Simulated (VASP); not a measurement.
Input:

```yaml
crystal:
  lattice:
    - [3.34388, 0.00000, 0.00000]
    - [0.00000, 3.34388, 0.00000]
    - [0.00000, 0.00000, 3.34388]
  atoms:
    - { symbol: In, position: [0.50000, 0.50000, 0.50000] }
    - { symbol: Pd, position: [0.00000, 0.00000, 0.00000] }
```

All values below come from RPBE GGA, VASP's PBE PAW potentials (set 64) (plane waves; VASP). Numerical set-up: 520 eV cut-off, Gaussian smearing of 0.050 eV, potentials In_d Pd.

Task: Give the energies of bands 6 to 14 at the high-symmetry points, in eV from the Fermi level.

Result: 
| band | Γ | X | M | R |
|---|---|---|---|---|
| 6 | -9.52 | -6.29 | -5.80 | -4.48 |
| 7 | -3.54 | -5.57 | -3.26 | -4.48 |
| 8 | -3.54 | -3.49 | -2.53 | -4.48 |
| 9 | -2.15 | -3.02 | -2.53 | -1.59 |
| 10 | -2.15 | -3.02 | -2.08 | -1.59 |
| 11 | -2.15 | -2.21 | -2.08 | -0.27 |
| 12 | 4.14 | -1.09 | -1.63 | 3.70 |
| 13 | 4.14 | 9.04 | 1.16 | 3.70 |
| 14 | 4.14 | 9.04 | 2.28 | 3.70 |

It has no gap at this level: it comes out as a metal or semimetal.

The compound is PdIn in the CsCl type structure. It was relaxed first, which changed the volume by +9 %. The electron count is odd and the run is not spin-polarised, which forces a metal.
